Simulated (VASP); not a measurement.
All values below come from HSE06 screened hybrid, VASP's PBE PAW potentials (set 64) (plane waves; VASP).

Input for VASP

File KPOINTS:
```
Automatic mesh
0
Gamma
1 1 1
0 0 0
```

### INCAR
```
! general
SYSTEM   = Al35TiN35
PREC     = Normal
ENCUT    = 400
LREAL    = Auto   ! projection in real space or not
LASPH    = .TRUE.
ISYM     = 0
NELECT   = 283.0

! electronic loop
EDIFF    = 1E-5   ! SCF stop (eV)
NELM     = 50   ! most electronic steps
NELMIN   = 4
ALGO     = Normal   ! blocked Davidson
LMAXMIX  = 4   ! l cut-off of mixed one-centre charges

! smearing
ISMEAR   = 0   ! Gaussian
SIGMA    = 0.05   ! width (eV)

! functional
GGA      = PE   ! PBE
LHFCALC  = .TRUE.
AEXX     = 0.25
HFSCREEN = 0.2
PRECFOCK = Fast

! spin
ISPIN    = 2   ! spin-polarised
MAGMOM   = 71*0.0141
NUPDOWN  = 1

! ions
ISIF     = 0

! output
LWAVE    = .FALSE.
LCHARG   = .FALSE.
LORBIT   = 10
```

### POSCAR
```
Al35TiN35
1
    4.6932676572    -8.1289780179     0.0000000000
    4.6932676572     8.1289780179     0.0000000000
    0.0000000000     0.0000000000    10.0192026156
Al N Ti
35 35 1
Direct
  0.2228137075   0.1115386820   0.2492466347
  0.1106617564   0.2217626700   0.9988241742
  0.2222714257   0.1106356553   0.7511775840
  0.1083945580   0.2202597367   0.5029168694
  0.2221834944   0.4444105978   0.2419974393
  0.1107659619   0.5556915975   0.9987209282
  0.2222138782   0.4444864056   0.7492593437
  0.1082006665   0.5548747993   0.5030203692
  0.2229012724   0.7779961095   0.2492059909
  0.1108597809   0.8887464843   0.0004769307
  0.2223472438   0.7785338425   0.7510890457
  0.1099600150   0.8883779702   0.5010676438
  0.5556190735   0.1113485139   0.2493865688
  0.4443323891   0.2218729487   0.9991824263
  0.5560235295   0.1114985248   0.7511480902
  0.4438487962   0.2190590623   0.5023816354
  0.5576158430   0.4429016564   0.2459132707
  0.4450790631   0.5559392320   0.9981558145
  0.5558250231   0.4448627178   0.7499191509
  0.5575583445   0.7815432604   0.2459581102
  0.4443843478   0.8893163196   0.9991425842
  0.5556442521   0.7776888957   0.7497619877
  0.4438326039   0.8915494493   0.5024060755
  0.8886825730   0.1116357745   0.2494037266
  0.7775589626   0.2221374486   0.0001983123
  0.8875592217   0.1107577735   0.7511191318
  0.7773706214   0.2220553092   0.5008258719
  0.8887925503   0.4437562252   0.2493606286
  0.7783523604   0.5560083323   0.9996551601
  0.8876773211   0.4436944903   0.7512376639
  0.7804436461   0.5567461444   0.5011754047
  0.8894972576   0.7780697382   0.2495992269
  0.7782760982   0.8890070867   0.9996159463
  0.8887784078   0.7777736974   0.7505857904
  0.7804679786   0.8904544480   0.5012074788
  0.2231722712   0.1135896576   0.4414697649
  0.1111440872   0.2224042790   0.1916791012
  0.2217969245   0.1108936201   0.9419915710
  0.1103743876   0.2215543491   0.6925432096
  0.1112440115   0.5554946605   0.1916421143
  0.2221987196   0.4444039469   0.9421161052
  0.1104718149   0.5556259829   0.6926410528
  0.2231437633   0.7762945013   0.4414527953
  0.1115614596   0.8890728260   0.1922016039
  0.2219365700   0.7777371494   0.9419182283
  0.1110959834   0.8889714705   0.6914091276
  0.5558576630   0.1113491483   0.4412828568
  0.4442770748   0.2218378257   0.1906706115
  0.5556976080   0.1112548370   0.9416684930
  0.4442845782   0.2220956059   0.6922946143
  0.5576867383   0.4404297725   0.4395816571
  0.4466946099   0.5568025607   0.1936344268
  0.5558028906   0.4445793518   0.9416130526
  0.4434238027   0.5550775535   0.6905246242
  0.5577870253   0.7841448540   0.4396668961
  0.4444062265   0.8894128770   0.1906504659
  0.5557500721   0.7780128680   0.9414877862
  0.4443144316   0.8891702020   0.6922727150
  0.8897272623   0.1127543895   0.4410804103
  0.7776360260   0.2221498461   0.1915998622
  0.8887903660   0.1110691313   0.9418961014
  0.7777015582   0.2223277213   0.6916463905
  0.8896072969   0.4436247766   0.4410277825
  0.7789789961   0.5559920721   0.1913579342
  0.8888233688   0.4444273744   0.9419365567
  0.7777862355   0.5554688033   0.6912361616
  0.8887703687   0.7777720503   0.4413503992
  0.7788357954   0.8895872023   0.1913354073
  0.8890295738   0.7778981609   0.9415393382
  0.7777173836   0.8890278058   0.6912412558
  0.4340850294   0.5504521668   0.4839645164
```

POTCAR, in this order: Al N Ti (PBE.64 set). Program: vasp_gam. Read from the step before: WAVECAR.

Output of the run:

### OUTCAR
```
 ion  position               nearest neighbor table
   1  0.223  0.112  0.249-  48 1.89  44 1.90  37 1.90  36 1.93  10 3.08  14 3.09   2 3.09  12 3.11
                            16 3.11   4 3.12  13 3.12  17 3.13   5 3.13  32 3.13   9 3.13  24 3.14
   2  0.111  0.222  0.999-  61 1.89  38 1.89  41 1.90  37 1.93   5 3.04   3 3.07  26 3.07   7 3.09
                            24 3.09   1 3.09  33 3.12  10 3.13  25 3.13  14 3.13   6 3.13  18 3.14
   3  0.222  0.111  0.751-  50 1.90  46 1.90  39 1.90  38 1.91  14 3.07   2 3.07  16 3.08   4 3.08
                            10 3.08  12 3.09  11 3.12  34 3.13  15 3.13   7 3.13  19 3.13  26 3.14
   4  0.108  0.220  0.503-  59 1.88  39 1.90  36 1.90  26 3.07   7 3.07   3 3.08  71 3.08  35 3.09
                            24 3.11  27 3.12   1 3.12  12 3.12   8 3.14  16 3.15   5 3.19
   5  0.222  0.444  0.242-  37 1.87  40 1.87  52 1.89  71 2.97   2 3.04   6 3.04  18 3.04  28 3.13
                            24 3.13   1 3.13   9 3.13  17 3.16  20 3.16   4 3.19   8 3.19
   6  0.111  0.556  0.999-  65 1.89  45 1.89  41 1.90  40 1.93   5 3.04  30 3.07  11 3.07   7 3.09
                            28 3.09   9 3.09  29 3.12  10 3.13  25 3.13  21 3.13   2 3.13  18 3.14
   7  0.222  0.444  0.749-  54 1.89  42 1.90  39 1.90  41 1.93   4 3.07   8 3.07  18 3.08   6 3.09
                             2 3.09  22 3.13  19 3.13   3 3.13  11 3.13  30 3.14  26 3.14  71 3.17
   8  0.108  0.555  0.503-  63 1.88  42 1.90  43 1.90  30 3.07   7 3.07  11 3.08  31 3.09  71 3.09
                            28 3.10  27 3.11  12 3.12   9 3.12   4 3.14  23 3.16   5 3.19
   9  0.223  0.778  0.249-  56 1.89  44 1.90  40 1.90  43 1.93  10 3.08  21 3.09   6 3.09  23 3.11
                            12 3.11   8 3.12  20 3.12  13 3.13   5 3.13  32 3.13   1 3.13  28 3.14
  10  0.111  0.889  0.000-  69 1.90  45 1.90  38 1.90  44 1.92  32 3.08   9 3.08  11 3.08   3 3.08
                             1 3.08  34 3.09  29 3.12  33 3.12   6 3.13   2 3.13  21 3.13  14 3.13
  11  0.222  0.779  0.751-  58 1.90  46 1.90  42 1.90  45 1.91  21 3.07   6 3.07  23 3.07   8 3.08
                            10 3.08  12 3.09   3 3.12  34 3.13  15 3.13  22 3.13   7 3.13  30 3.14
  12  0.110  0.888  0.501-  67 1.89  46 1.91  36 1.93  43 1.93  34 3.08  11 3.09   3 3.09  32 3.09
                            35 3.10  31 3.10   1 3.11   9 3.11  16 3.12  23 3.12   8 3.12   4 3.12
  13  0.556  0.111  0.249-  60 1.90  48 1.90  56 1.90  47 1.92  25 3.08  14 3.09  21 3.09  27 3.10
                            16 3.10  23 3.10  17 3.10  20 3.11  28 3.12   1 3.12  24 3.12   9 3.13
  14  0.444  0.222  0.999-  49 1.89  38 1.90  53 1.90  48 1.92  17 3.06   3 3.07  15 3.07   1 3.09
                            19 3.09  13 3.09  21 3.12  25 3.13  10 3.13   2 3.13  18 3.13  29 3.14
  15  0.556  0.111  0.751-  62 1.90  50 1.90  58 1.90  49 1.91  16 3.07  23 3.07  14 3.07  21 3.07
                            25 3.08  27 3.09  26 3.12  30 3.12  11 3.13   3 3.13  19 3.13  22 3.13
  16  0.444  0.219  0.502-  47 1.89  36 1.90  50 1.90  51 1.91  15 3.07  23 3.07   3 3.08  19 3.09
                            13 3.10   1 3.11  27 3.12  12 3.12  17 3.15   4 3.15  71 3.16  31 3.16
  17  0.558  0.443  0.246-  48 1.88  64 1.88  52 1.90  51 1.94  71 3.04  29 3.05  14 3.06  18 3.09
                            13 3.10  28 3.10   1 3.13  32 3.13  31 3.13  16 3.15   5 3.16  20 3.18
  18  0.445  0.556  0.998-  53 1.89  57 1.89  41 1.90  52 1.96   5 3.04  19 3.07  22 3.07   7 3.08
                            17 3.09  20 3.09  33 3.13  29 3.13  14 3.13  21 3.13   6 3.14   2 3.14
  19  0.556  0.445  0.750-  66 1.90  50 1.90  54 1.91  53 1.92  18 3.07  16 3.09  14 3.09  29 3.09
                            31 3.09  30 3.12  22 3.12  34 3.13   7 3.13  15 3.13   3 3.13  71 3.24
  20  0.558  0.782  0.246-  68 1.88  56 1.88  52 1.90  55 1.94  71 3.04  33 3.05  21 3.06  18 3.09
...
```

OSZICAR:
```
       N       E                     dE             d eps       ncg     rms          rms(c)
DAV:   1    -0.624452033627E+03   -0.62445E+03   -0.17965E+01   972   0.971E+00    0.491E+01
DAV:   2    -0.624499328650E+03   -0.47295E-01   -0.64941E-01   924   0.241E+00    0.332E+01
DAV:   3    -0.624506648487E+03   -0.73198E-02   -0.53073E-02   862   0.537E-01    0.207E+01
DAV:   4    -0.624494153010E+03    0.12495E-01   -0.23914E-02   960   0.540E-01    0.124E+01
DAV:   5    -0.624491879068E+03    0.22739E-02   -0.45615E-03   824   0.168E-01    0.736E+00
DAV:   6    -0.624490695321E+03    0.11837E-02   -0.13118E-03   984   0.120E-01    0.429E+00
DAV:   7    -0.624490397122E+03    0.29820E-03   -0.37414E-04   848   0.485E-02    0.250E+00
DAV:   8    -0.624490292515E+03    0.10461E-03   -0.10700E-04   880   0.279E-02    0.146E+00
DAV:   9    -0.624490266773E+03    0.25742E-04   -0.59595E-05   800   0.205E-02    0.837E-01
DAV:  10    -0.624490263895E+03    0.28778E-05   -0.19920E-05   544   0.123E-02
   1 F= -.62449026E+03 E0= -.62449026E+03  d E =-.272697E-11  mag=     1.0000
```

**OUTCAR**
```
------------------------ aborting loop because EDIFF is reached ----------------------------------------
  volume of cell :      764.49
      direct lattice vectors                 reciprocal lattice vectors
     4.693267657 -8.128978018  0.000000000     0.106535582 -0.061508347  0.000000000
     4.693267657  8.128978018  0.000000000     0.106535582  0.061508347  0.000000000
     0.000000000  0.000000000 10.019202616     0.000000000  0.000000000  0.099808342
  FREE ENERGIE OF THE ION-ELECTRON SYSTEM (eV)
  ---------------------------------------------------
  free  energy   TOTEN  =      -624.4902638952 eV

  energy  without entropy=     -624.4902638952  energy(sigma->0) =     -624.49026390

  exchange ACFDT corr.  =         0.00000000  see jH, gK, PRB 81, 115126

 total charge

# of ion       s       p       d       tot
------------------------------------------
    1        0.409   0.443   0.000   0.852
    2        0.410   0.445   0.000   0.855
    3        0.410   0.445   0.000   0.855
    4        0.428   0.417   0.000   0.845
    5        0.422   0.428   0.000   0.850
    6        0.410   0.445   0.000   0.854
    7        0.408   0.443   0.000   0.851
    8        0.428   0.417   0.000   0.845
    9        0.409   0.443   0.000   0.852
   10        0.410   0.445   0.000   0.854
   11        0.410   0.445   0.000   0.855
   12        0.414   0.436   0.000   0.850
   13        0.409   0.444   0.000   0.853
   14        0.410   0.446   0.000   0.856
   15        0.410   0.446   0.000   0.857
   16        0.413   0.448   0.000   0.861
   17        0.410   0.447   0.000   0.857
   18        0.410   0.440   0.000   0.850
   19        0.409   0.441   0.000   0.850
   20        0.410   0.447   0.000   0.857
   21        0.410   0.446   0.000   0.856
   22        0.409   0.441   0.000   0.850
   23        0.413   0.448   0.000   0.861
   24        0.409   0.445   0.000   0.854
   25        0.410   0.445   0.000   0.855
   26        0.411   0.445   0.000   0.856
   27        0.410   0.445   0.000   0.855
   28        0.409   0.445   0.000   0.854
   29        0.410   0.445   0.000   0.855
   30        0.411   0.446   0.000   0.857
   31        0.410   0.441   0.000   0.851
   32        0.409   0.445   0.000   0.854
   33        0.410   0.445   0.000   0.855
   34        0.409   0.443   0.000   0.853
   35        0.410   0.441   0.000   0.851
   36        1.235   2.564   0.000   3.799
   37        1.231   2.589   0.000   3.820
   38        1.229   2.595   0.000   3.824
   39        1.232   2.586   0.000   3.818
   40        1.231   2.589   0.000   3.820
   41        1.228   2.590   0.000   3.817
   42        1.232   2.586   0.000   3.818
   43        1.235   2.564   0.000   3.799
   44        1.228   2.593   0.000   3.821
   45        1.229   2.595   0.000   3.824
   46        1.228   2.593   0.000   3.822
   47        1.232   2.590   0.000   3.822
   48        1.229   2.598   0.000   3.827
   49        1.228   2.598   0.000   3.826
   50        1.228   2.595   0.000   3.822
   51        1.248   2.551   0.000   3.799
   52        1.233   2.574   0.000   3.806
   53        1.228   2.591   0.000   3.819
   54        1.234   2.551   0.000   3.786
   55        1.248   2.551   0.000   3.799
   56        1.229   2.598   0.000   3.826
   57        1.228   2.591   0.000   3.819
   58        1.228   2.595   0.000   3.823
   59        1.233   2.584   0.000   3.816
   60        1.228   2.597   0.000   3.825
   61        1.229   2.596   0.000   3.824
   62        1.228   2.595   0.000   3.823
   63        1.233   2.584   0.000   3.817
   64        1.229   2.596   0.000   3.825
   65        1.229   2.596   0.000   3.825
   66        1.228   2.594   0.000   3.822
   67        1.229   2.593   0.000   3.822
   68        1.229   2.596   0.000   3.825
   69        1.228   2.595   0.000   3.823
   70        1.228   2.594   0.000   3.822
   71        0.549   0.747   2.576   3.871
--------------------------------------------------
tot         58.027 106.769   2.576 167.372

 magnetization (x)

# of ion       s       p       d       tot
------------------------------------------
    1        0.000  -0.000   0.000  -0.000
    2        0.000   0.000   0.000   0.000
    3        0.000   0.000   0.000   0.000
    4       -0.000   0.001   0.000   0.000
    5        0.001   0.005   0.000   0.005
    6        0.000   0.000   0.000   0.000
    7        0.002   0.001   0.000   0.003
    8       -0.000   0.001   0.000   0.000
    9        0.000  -0.000   0.000  -0.000
   10        0.000   0.000   0.000   0.000
   11        0.000   0.000   0.000   0.000
   12       -0.000  -0.000   0.000  -0.000
   13        0.000   0.000   0.000   0.000
   14        0.000  -0.000   0.000  -0.000
...
```
(Selected blocks of OUTCAR.)

The cell is charged, with a uniform compensating background. The supercell is sampled at Γ alone, which is coarse: total energies, pressure and levels can be off, energies of defects by several tenths of an eV.

The cell is a supercell with a defect, built from AlN (wurtzite): Ti_Al-vac_N, charge +1. The cell's shape comes from a PBE relaxation.
